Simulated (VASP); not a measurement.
Crystal: MgBe.

```xyz
2
Lattice="2.9024 0.0000 0.0000 0.0000 2.9024 0.0000 0.0000 0.0000 2.9024" Properties=species:S:1:pos:R:3 pbc="T T T"
Mg    1.4512    1.4512    1.4512
Be    0.0000    0.0000    0.0000
```

The cell was built by a generator and needn't be a form met in nature.

| Property | Result |
| --- | --- |
| Program | VASP 6.6.1 |
| Task | relaxation of cell and atoms |
| Functional | r2SCAN |
| Dispersion | D4 |
| Potentials or basis | VASP PAW PBE potentials, release 64 (Mg, Be) |
| Cutoff | 600 eV |
| k mesh | 9 × 9 × 9 |
| Occupations | methfessel-paxton, width 0.1 eV |
| Spin | no spin polarisation |

At the start: pressure 14.7 GPa; volume 12.22 Å³/atom.

**Question.** Where does the relaxation end?

**Answer.** Over 3 steps the energy falls by 88.1 meV/atom and the volume is 14.42 Å³/atom (+18.0 %); space group Pm-3m (No. 221, to 0.05 Å).

Step by step:
```
step  energy change (eV)  largest force (eV/Å)  pressure (GPa)  volume (Å³)
   1              0.0000                0.0000           14.67        24.45
   2             -0.1758                0.0000            0.47        28.63
   3             -0.1761                0.0000           -0.02        28.85
```

Final structure:
```
Mg Be
1.0
     3.06687    0.00000    0.00000
     0.00000    3.06687    0.00000
     0.00000    0.00000    3.06687
Mg Be
1 1
Direct
  0.50000 0.50000 0.50000
  0.00000 0.00000 0.00000
```

Caveat: the volume moved by over 15 % at a fixed basis, so the end points are rough; the PAW data sets were made with another functional, which shifts forces and pressure a little; pairwise dispersion overbinds metals, which lowers pressure and volume.
